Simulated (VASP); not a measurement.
## TlIO₃ (space group R3m): computed properties

All values below come from PBEsol GGA, VASP's PBE PAW potentials (set 64) (plane waves; VASP).

For TlIO3, the space group comes out as R3m (160) and the cell is a = b = 6.197 Å, c = 7.879 Å, α = β = 90.00°, γ = 120.00°. The volume per atom is 17.47 Å^3/atom. The band gap (over mesh and band path) is 2.25 eV and the smallest direct gap (over mesh and band path) is 2.25 eV. The band-edge character is direct, T to T. The density is 7.21 g/cm³. The optical Γ-point spectrum is 49 (×2), 56, 129, 155 (×2), 263 (×2), 303, 638 (×2), 686 cm⁻¹.

```
CELL_PARAMETERS angstrom
      3.09860     1.78898     2.62634
     -3.09860     1.78898     2.62634
      0.00000    -3.57796     2.62634
ATOMIC_POSITIONS crystal
  Tl 0.00717 0.00717 0.00717
  I  0.49964 0.49964 0.49964
  O  0.91224 0.45931 0.45931
  O  0.45931 0.91224 0.45931
  O  0.45931 0.45931 0.91224
```

Unless said otherwise, spin-orbit coupling is left out, though it shifts the bands of the heavy elements here.

The structure comes from a computed database's TlIO3 entry (R3m); how it stands against other phases isn't given here. It was relaxed first. Symmetry was kept, so distortions that lower it aren't found.
